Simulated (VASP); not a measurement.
Calculation: PBEsol GGA, VASP's PBE PAW potentials (set 64) (plane waves; VASP).

VASP input:

### POSCAR
```
Sb
1
    0.0000000000     3.2100670000     3.2100670000
    3.2100670000     0.0000000000     3.2100670000
    3.2100670000     3.2100670000     0.0000000000
Sb
2
Direct
  0.7500000000   0.7500000000   0.7500000000
  0.5000000000   0.5000000000   0.5000000000
```

File KPOINTS:
```
Automatic mesh
0
gamma
 9 9 9
0 0 0
```

INCAR:
```
SYSTEM=Sb
PREC=Accurate; ENCUT=400; LREAL=F
LASPH=T
EDIFF=1E-6; NELM=100; ALGO=Normal
LMAXMIX=4
ISMEAR=1; SIGMA=0.1
GGA=PS
IBRION=2; NSW=60; ISIF=3
EDIFFG=-0.01
LWAVE=F; LCHARG=F
```

POTCAR, in this order: Sb (PBE.64 set). Program: vasp_std.

The resulting files:

### OSZICAR
```
       N       E                     dE             d eps       ncg     rms          rms(c)
DAV:   1     0.346556151035E+02    0.34656E+02   -0.32926E+03   630   0.708E+02
DAV:   2    -0.634529458626E+01   -0.41001E+02   -0.40127E+02   882   0.117E+02
DAV:   3    -0.789494490169E+01   -0.15497E+01   -0.15243E+01   763   0.269E+01
DAV:   4    -0.790981268264E+01   -0.14868E-01   -0.14852E-01   826   0.322E+00
DAV:   5    -0.790992076586E+01   -0.10808E-03   -0.10808E-03   746   0.254E-01    0.358E+00
DAV:   6    -0.787461817922E+01    0.35303E-01   -0.21800E-02   677   0.775E-01    0.220E+00
DAV:   7    -0.785926829358E+01    0.15350E-01   -0.38950E-02   692   0.106E+00    0.151E-01
DAV:   8    -0.785904960985E+01    0.21868E-03   -0.16189E-03   656   0.278E-01    0.123E-02
DAV:   9    -0.785905194642E+01   -0.23366E-05   -0.24164E-05   729   0.457E-02    0.407E-03
DAV:  10    -0.785905128444E+01    0.66198E-06   -0.78140E-07   478   0.710E-03
   1 F= -.78590513E+01 E0= -.78578800E+01  d E =-.785905E+01
       N       E                     dE             d eps       ncg     rms          rms(c)
DAV:   1    -0.987805905309E+01   -0.20190E+01   -0.38461E+01   694   0.298E+01    0.464E+00
DAV:   2    -0.879672625134E+01    0.10813E+01   -0.11811E+00   641   0.768E+00    0.287E+00
DAV:   3    -0.822643422242E+01    0.57029E+00   -0.15115E+00   688   0.594E+00    0.759E-01
DAV:   4    -0.822739761314E+01   -0.96339E-03   -0.17559E-02   646   0.906E-01    0.575E-01
DAV:   5    -0.822905918057E+01   -0.16616E-02   -0.53950E-03   680   0.489E-01    0.186E-01
DAV:   6    -0.822865570707E+01    0.40347E-03   -0.33020E-04   648   0.114E-01    0.195E-02
DAV:   7    -0.822878165403E+01   -0.12595E-03   -0.20120E-04   645   0.888E-02    0.150E-02
DAV:   8    -0.822878308586E+01   -0.14318E-05   -0.32473E-06   821   0.116E-02    0.649E-03
DAV:   9    -0.822878324654E+01   -0.16068E-06   -0.13698E-07   353   0.277E-03
   2 F= -.82287832E+01 E0= -.82279614E+01  d E =-.369732E+00
       N       E                     dE             d eps       ncg     rms          rms(c)
DAV:   1    -0.848591744991E+01   -0.25713E+00   -0.44164E+00   681   0.110E+01    0.167E+00
DAV:   2    -0.836364202556E+01    0.12228E+00   -0.12177E-01   642   0.215E+00    0.934E-01
DAV:   3    -0.830653224598E+01    0.57110E-01   -0.14760E-01   679   0.184E+00    0.290E-01
DAV:   4    -0.830652229501E+01    0.99510E-05   -0.15046E-03   643   0.307E-01    0.273E-01
DAV:   5    -0.830637188885E+01    0.15041E-03   -0.36617E-04   659   0.141E-01    0.106E-01
DAV:   6    -0.830636781965E+01    0.40692E-05   -0.10165E-05   681   0.254E-02    0.458E-02
DAV:   7    -0.830637634907E+01   -0.85294E-05   -0.71124E-06   649   0.182E-02    0.263E-02
DAV:   8    -0.830637559826E+01    0.75081E-06   -0.39183E-07   475   0.368E-03
   3 F= -.83063756E+01 E0= -.83057416E+01  d E =-.447324E+00
       N       E                     dE             d eps       ncg     rms          rms(c)
DAV:   1    -0.830674471997E+01   -0.36837E-03   -0.71477E-03   681   0.436E-01    0.680E-02
DAV:   2    -0.830654157762E+01    0.20314E-03   -0.20522E-04   642   0.915E-02    0.392E-02
DAV:   3    -0.830644267056E+01    0.98907E-04   -0.25471E-04   680   0.768E-02    0.112E-02
DAV:   4    -0.830644261537E+01    0.55184E-07   -0.26018E-06   634   0.125E-02
   4 F= -.83064426E+01 E0= -.83058309E+01  d E =-.447391E+00
```

**OUTCAR**
```
------------------------ aborting loop because EDIFF is reached ----------------------------------------
  FORCE on cell =-STRESS in cart. coord.  units (eV):
  Direction    XX          YY          ZZ          XY          YZ          ZX
  --------------------------------------------------------------------------------------
  Total       -0.0175982     -0.0175982     -0.0175982     -0.0000000     -0.0000000      0.0000000
  in kB       -0.3439369     -0.3439369     -0.3439369     -0.0000000     -0.0000000      0.0000000
  external PRESSURE =      -0.3439369 kB  Pullay stress =       0.0000000 kB
  volume of cell :       81.98
      direct lattice vectors                 reciprocal lattice vectors
    -0.000000000  3.447916943  3.447916943    -0.145015094  0.145015094  0.145015094
     3.447916943  0.000000000  3.447916943     0.145015094 -0.145015094  0.145015094
     3.447916943  3.447916943 -0.000000000     0.145015094  0.145015094 -0.145015094
 POSITION                                       TOTAL-FORCE (eV/Angst)
 -----------------------------------------------------------------------------------
      5.17188      5.17188      5.17188        -0.000000      0.000000      0.000000
      3.44792      3.44792      3.44792         0.000000      0.000000     -0.000000
 -----------------------------------------------------------------------------------
    total drift:                                0.000000     -0.000000     -0.000000
  FREE ENERGIE OF THE ION-ELECTRON SYSTEM (eV)
  ---------------------------------------------------
  free  energy   TOTEN  =        -8.3064426154 eV

  energy  without entropy=       -8.3046075418  energy(sigma->0) =       -8.30583092

 reached required accuracy - stopping structural energy minimisation
```
(Selected blocks of OUTCAR.)

### CONTCAR
```
Sb
   1.00000000000000
    -0.0000000000000000    3.4479169425143543    3.4479169425143543
     3.4479169425143543    0.0000000000000000    3.4479169425143543
     3.4479169425143543    3.4479169425143543   -0.0000000000000000
  Sb
     2
Direct
     0.7500000000000000    0.7500000000000000    0.7500000000000000
     0.5000000000000000    0.5000000000000000    0.5000000000000000
```

Energy and stress use the plane-wave basis of the starting cell.

The structure was generated: Sb was put into the diamond type (Fd-3m), which need not be its known phase. This run relaxes it. Symmetry was kept, so distortions that lower it aren't found.
